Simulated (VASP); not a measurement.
Input:

```
CELL_PARAMETERS angstrom
      0.00000     2.77217     2.77217
      2.77217     0.00000     2.77217
      2.77217     2.77217     0.00000
ATOMIC_POSITIONS crystal
  Si 0.00000 0.00000 0.00000
  Si 0.25000 0.25000 0.25000
```

Calculation: PBEsol GGA, VASP's PBE PAW potentials (set 64) (plane waves; VASP). Numerical set-up: 480 eV cut-off, 8×8×8 Γ-centred mesh, Gaussian smearing of 0.050 eV, potentials Si.

Question: Give the stress tensor in GPa (positive for a compressed cell).

Answer: 
```
-4.90   0.00   0.00
 0.00  -4.90   0.00
 0.00   0.00  -4.90
```
The pressure is its mean diagonal, -4.90 GPa.

The compound is Si in the diamond structure. This cell was strained or had an atom moved on purpose.
